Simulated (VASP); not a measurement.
Crystal: SiC.

```xyz
2
Lattice="0.0000 2.1897 2.1897 2.1897 0.0000 2.1897 2.1897 2.1897 0.0000" Properties=species:S:1:pos:R:3 pbc="T T T"
Si    0.0000    0.0000    0.0000
C     1.0949    1.0949    1.0949
```

Program: VASP 6.6.1. Alike in all runs: level PBE; potentials or basis VASP PAW PBE potentials, release 64 (Si, C); no spin polarisation; cell as given; cutoff (eV) 520; smearing gaussian 0.02 eV. Hardware: 1 thread of AMD EPYC 7R13 Processor (Zen 3), with other jobs on the host.

Q: Order these runs on this cell by their wall time, lowest first.
A. task band structure; k mesh 12 × 12 × 12
B. task optical spectrum; k mesh 18 × 18 × 18
C. task Born charges and dielectric tensor; k mesh 12 × 12 × 12

A: A (19 s), B (98 s), C (270 s).

Caveats: independent-particle spectra lack excitons (some runs).
